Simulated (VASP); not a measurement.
Method: vdW-DF-cx, VASP's PBE PAW potentials (set 64) (plane waves; VASP).

Input for VASP

INCAR:
```
SYSTEM = KI
PREC = Accurate; ENCUT = 520; LREAL = .FALSE.
LASPH = .TRUE.
EDIFF = 1E-7; NELM = 100; ALGO = Normal
LMAXMIX = 4
ISMEAR = -5
GGA = CX; LUSE_VDW = .TRUE.; AGGAC = 0.0
ISIF = 2
LWAVE = .FALSE.; LCHARG = .TRUE.; LORBIT = 11
NEDOS = 601
```

File KPOINTS:
```
Automatic mesh
0
Gamma
7 7 7
0 0 0
```

**POSCAR**
```
KI
4.9992450
  0.0000000000   0.7071067731   0.7071067731
  0.7071067731   0.0000000000   0.7071067731
  0.7071067731   0.7071067731   0.0000000000
K I
1 1
Cart
  0.0000000000   0.0000000000   0.0000000000
  0.7071067731   0.7071067731   0.7071067731
```

POTCAR, in this order: K_sv I (PBE.64 set). Program: vasp_std.

Unless said otherwise, spin-orbit coupling is left out, though it shifts the bands of the heavy elements here.

**Question.** Predict the energy per atom (σ→0), band gap (on the k-mesh).

**Answer.** 
| Item | Value |
|---|---|
| energy per atom (σ→0) | -0.729 eV/atom |
| band gap (on the k-mesh) | 4.02 eV |

OSZICAR:
```
...
DAV:   9    -0.145675172804E+01   -0.82457E-03   -0.13631E-03   624   0.243E-01    0.679E-02
DAV:  10    -0.145710958633E+01   -0.35786E-03   -0.38583E-04   568   0.150E-01    0.216E-02
DAV:  11    -0.145715134078E+01   -0.41754E-04   -0.68166E-05   604   0.538E-02    0.156E-02
DAV:  12    -0.145715848006E+01   -0.71393E-05   -0.10518E-05   572   0.241E-02    0.116E-02
DAV:  13    -0.145715932717E+01   -0.84711E-06   -0.10109E-06   640   0.759E-03    0.559E-03
DAV:  14    -0.145715956683E+01   -0.23966E-06   -0.12897E-06   548   0.665E-03    0.135E-03
DAV:  15    -0.145715963861E+01   -0.71784E-07   -0.31893E-08   452   0.133E-03
   1 F= -.14571596E+01 E0= -.14571596E+01  d E =0.000000E+00
```

The compound is KI in the rock salt structure. The cell was not relaxed at this level.
